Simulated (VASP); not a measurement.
Computed with PBE GGA, VASP's PBE PAW potentials (set 64) (plane waves; VASP).

The input files of a VASP run:

INCAR:
```
ALGO = Normal
EDIFF = 1E-6
ENCUT = 390
GGA = PE
ISIF = 2
ISMEAR = 0
LASPH = .TRUE.
LCHARG = .FALSE.
LMAXMIX = 4
LREAL = .FALSE.
LWAVE = .FALSE.
NELM = 100
PREC = Accurate
SIGMA = 0.272
SYSTEM = In
```

### POSCAR
```
In
3.3747180
 -0.4800273682   0.4800273682   0.7342666854
  0.4800273682  -0.4800273682   0.7342666854
  0.4800273682   0.4800273682  -0.7342666854
In
1
Cart
  0.0000000000   0.0000000000   0.0000000000
```

KPOINTS:
```
Automatic mesh
0
Gamma
11 11 11
0 0 0
```

POTCAR, in this order: In_d (PBE.64 set). Program: vasp_std.

Output of the run:

OSZICAR:
```
       N       E                     dE             d eps       ncg     rms          rms(c)
DAV:   1     0.637315071968E+02    0.63732E+02   -0.55650E+03  2528   0.134E+03
DAV:   2    -0.153046534695E+00   -0.63885E+02   -0.63092E+02  2550   0.262E+02
DAV:   3    -0.253266669572E+01   -0.23796E+01   -0.23728E+01  3012   0.606E+01
DAV:   4    -0.258168702675E+01   -0.49020E-01   -0.49009E-01  3202   0.830E+00
DAV:   5    -0.258381835170E+01   -0.21313E-02   -0.21313E-02  3092   0.143E+00    0.233E+00
DAV:   6    -0.256069660182E+01    0.23122E-01   -0.44495E-02  2918   0.470E+00    0.116E+00
DAV:   7    -0.255611566757E+01    0.45809E-02   -0.14041E-02  2940   0.245E+00    0.259E-01
DAV:   8    -0.255581896764E+01    0.29670E-03   -0.77783E-04  3084   0.554E-01    0.341E-02
DAV:   9    -0.255582482942E+01   -0.58618E-05   -0.12056E-05  3388   0.479E-02    0.131E-02
DAV:  10    -0.255582536156E+01   -0.53213E-06   -0.97555E-07  1720   0.148E-02
   1 F= -.25558254E+01 E0= -.25468040E+01  d E =-.180427E-01
```

File OUTCAR:
```
------------------------ aborting loop because EDIFF is reached ----------------------------------------
  FORCE on cell =-STRESS in cart. coord.  units (eV):
  Direction    XX          YY          ZZ          XY          YZ          ZX
  --------------------------------------------------------------------------------------
  Total        0.3916327      0.3916327      0.2922367      0.0000000      0.0000000      0.0000000
  in kB       24.1229958     24.1229958     18.0006052      0.0000000      0.0000000      0.0000000
  external PRESSURE =      22.0821989 kB  Pullay stress =       0.0000000 kB
  volume of cell :       26.01
      direct lattice vectors                 reciprocal lattice vectors
    -1.619957000  1.619957000  2.477943000     0.000000000  0.308650168  0.201780267
     1.619957000 -1.619957000  2.477943000     0.308650168  0.000000000  0.201780267
     1.619957000  1.619957000 -2.477943000     0.308650168  0.308650168  0.000000000
 POSITION                                       TOTAL-FORCE (eV/Angst)
 -----------------------------------------------------------------------------------
      0.00000      0.00000      0.00000         0.000000     -0.000000     -0.000000
 -----------------------------------------------------------------------------------
    total drift:                                0.000000      0.000000      0.000000
  FREE ENERGIE OF THE ION-ELECTRON SYSTEM (eV)
  ---------------------------------------------------
  free  energy   TOTEN  =        -2.5558253616 eV

  energy  without entropy=       -2.5377827053  energy(sigma->0) =       -2.54680403
```
(Selected blocks of OUTCAR.)

The structure comes from a computed database's In entry; how it stands against other phases isn't given here. The cell was not relaxed at this level. The run is one of a series of settings (ENCUT = 390 against the base run), some of them coarse on purpose.
